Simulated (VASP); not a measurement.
An input for Quantum ESPRESSO's pw.x (written as the equivalent of a VASP run, and not itself run):

```
&CONTROL
  calculation = 'vc-relax'
  pseudo_dir = './pseudo'
  outdir = './out'
  tprnfor = .true.
  tstress = .true.
  nstep = 60
  forc_conv_thr = 0.00039
/
&SYSTEM
  ibrav = 0
  nat = 4
  ntyp = 2
  ecutwfc = 78
  occupations = 'smearing'
  smearing = 'methfessel-paxton'
  degauss = 0.00735
  input_dft = 'pz'
/
&ELECTRONS
  conv_thr = 7.3e-08
  electron_maxstep = 100
/
&IONS
/
&CELL
/
ATOMIC_SPECIES
  Sc 44.956 Sc.upf
  Al 26.982 Al.upf
CELL_PARAMETERS angstrom
     4.0334885    0.0000000   -0.0000000
     0.0000000    4.0334885    0.0000000
    -0.0000000    0.0000000    4.0334885
ATOMIC_POSITIONS crystal
  Sc   0.0000000  0.0000000  0.0000000
  Al   0.5000000  0.0000000  0.5000000
  Al   0.0000000  0.5000000  0.5000000
  Al   0.5000000  0.5000000  0.0000000
K_POINTS automatic
  8 8 8 0 0 0
```

Q: Translate this input to VASP (INCAR, KPOINTS, POSCAR, choice of POTCAR).

A: This is not unique; one that fits is 
File KPOINTS:
```
Automatic mesh
0
Gamma
8 8 8
0 0 0
```

INCAR:
```
SYSTEM=ScAl3
PREC=Accurate; ENCUT=400; LREAL=.FALSE.
LASPH=.TRUE.
EDIFF=1E-6; NELM=100; ALGO=Normal
LMAXMIX=4
ISMEAR=1; SIGMA=0.1
IBRION=2; NSW=60; ISIF=3
EDIFFG=-0.01
LWAVE=.FALSE.; LCHARG=.FALSE.
```

File POSCAR:
```
ScAl3
1
    4.0334884858     0.0000000000    -0.0000000000
    0.0000000000     4.0334884858     0.0000000000
   -0.0000000000     0.0000000000     4.0334884858
Sc Al
1 3
Direct
  0.0000000000   0.0000000000   0.0000000000
  0.5000000000   0.0000000000   0.5000000000
  0.0000000000   0.5000000000   0.5000000000
  0.5000000000   0.5000000000   0.0000000000
```

POTCAR, in this order: Sc_sv Al (LDA.64 set). Program: vasp_std.

What does not carry over: the potentials are each code's own (VASP's PAW set, PseudoDojo norm-conserving files in pw.x), so ENCUT and ecutwfc are chosen apart and not converted; conv_thr bounds pw.x's estimated SCF error, while EDIFF bounds the energy change between steps; forc_conv_thr acts on force components and is met together with etot_conv_thr.

The structure comes from a computed database's ScAl3 entry (Pm-3m); how it stands against other phases isn't given here. It was relaxed first. The start is the result of an earlier pass.
